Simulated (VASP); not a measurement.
Write the native input for VASP 6.6.1 that does the following.

| Quantity | Value |
| --- | --- |
| Task | single point |
| Functional | PBEsol |
| Potentials or basis | VASP PAW PBE potentials, release 64 (Br, S, Na_pv) |
| Cutoff | 520 eV |
| k mesh | 4 × 4 × 4 |
| Occupations | gaussian, width 0.05 eV |
| Spin | no spin polarisation |
| Dipole correction | no |
| Further INCAR settings | ALGO = Normal; EDIFF = 1e-07; NBANDS = 25 |

The structure of Na3SBr lies in POSCAR:

```
Na3SBr
1.0
    5.7200000000      0.0000000000      0.0000000000
    0.0000000000      5.7200000000      0.0000000000
    0.0000000000      0.0000000000      5.7200000000
Br S Na
1 1 3
Direct
    0.0000000000      0.0000000000      0.0000000000
    0.5000000000      0.5000000000      0.5000000000
    0.5000000000      0.5000000000      0.0000000000
    0.5000000000      0.0000000000      0.5000000000
    0.0000000000      0.5000000000      0.5000000000
```

The cell comes from a database or a generator and needn't be the stable form of this composition.

One way to write it, as run:

INCAR

```
SYSTEM = Na3SBr
PREC = Accurate ; ENCUT = 520
EDIFF = 1E-7 ; ISMEAR = 0
SIGMA = 0.05 ; LREAL = .False.
LASPH = .True. ; NELM = 100
ALGO = Normal ; ISIF = 2
LWAVE = .False. ; LCHARG = .False.
GGA = PS ; NBANDS = 25
```

KPOINTS

```
Automatic mesh
0
Gamma
  4 4 4
  0 0 0
```

Potentials or basis: VASP PAW PBE potentials, release 64 (Br, S, Na_pv).

Command:

```console
$ cat potpaw_PBE.64/Br/POTCAR potpaw_PBE.64/S/POTCAR potpaw_PBE.64/Na_pv/POTCAR > POTCAR
$ mpirun -np 1 vasp_std > vasp.out
```

Results of the run:

```yaml
Pressure: -3.2 GPa
Band_gap_on_the_k_mesh: 2.09 eV, direct
```

Caveat: the PAW data sets were made with another functional, which shifts forces and pressure a little.

Run time: 61 s on 1 thread of Intel(R) Xeon(R) Platinum 8375C CPU @ 2.90GHz (Ice Lake), with other jobs on the host, peak memory 0.31 GiB.
